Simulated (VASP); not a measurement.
VASP ran on this input.

INCAR:
```
! general
SYSTEM  = SnS2
PREC    = Accurate
ENCUT   = 300
LREAL   = .FALSE.
LASPH   = .TRUE.

! electronic loop
EDIFF   = 1E-6
NELM    = 100
ALGO    = Normal
LMAXMIX = 4

! smearing
ISMEAR  = -1
SIGMA   = 0.136

! ions
ISIF    = 2

! output
LWAVE   = .FALSE.
LCHARG  = .FALSE.
```

KPOINTS:
```
Regular mesh
0
gamma
  7 7 7
```

File POSCAR:
```
SnS2
1.0
  1.8605500000   1.0741890000   5.6406690000
 -1.8605500000   1.0741890000   5.6406690000
  0.0000000000  -2.1483780000   5.6406690000
Sn S
1 2
direct
  0.0000000000   0.0000000000   0.0000000000
  0.2520000000   0.2520000000   0.2520000000
  0.7480000000   0.7480000000   0.7480000000
```

POTCAR, in this order: Sn_d S (LDA.64 set). Program: vasp_std.

Translate this LDA calculation to Ansatz.

One equivalent input (not run):
Ansatz 0.2 input:
```yaml
crystal:
  lattice:
    - [1.8605500, 1.0741890, 5.6406690]
    - [-1.8605500, 1.0741890, 5.6406690]
    - [0.0000000, -2.1483780, 5.6406690]
  atoms:
    - { symbol: Sn, position: [0.0000000, 0.0000000, 0.0000000] }
    - { symbol: S, position: [0.2520000, 0.2520000, 0.2520000] }
    - { symbol: S, position: [0.7480000, 0.7480000, 0.7480000] }
kpoints:
  mp_grid: { grid: [7, 7, 7] }
hamiltonian:
  xc: lda
  pseudopotentials: { kind: paw }
scf:
  occupations: { method: fermi_dirac, width: 0.136 }
  max_iter: 100
output: { forces: true, stress: true, eigenvalues: true }
```
What does not carry over: each code has its own PAW files, so the cut-off isn't converted (ENCUT is set for VASP's; basis.ecutwfc is left out, and Ansatz then takes the one that its files recommend); Ansatz stops its SCF on the density residual and VASP on the energy change (EDIFF); Ansatz's lda is the Perdew-Wang form, while the LDA potentials of VASP carry Perdew-Zunger's.

The structure was generated: SnS2 was put into an ordered model structure, which need not be its known phase. The cell was not relaxed at this level. The run is one of a series of settings (GGA removed, POTCAR Sn_d S (LDA.64 set) against the base run), some of them coarse on purpose.
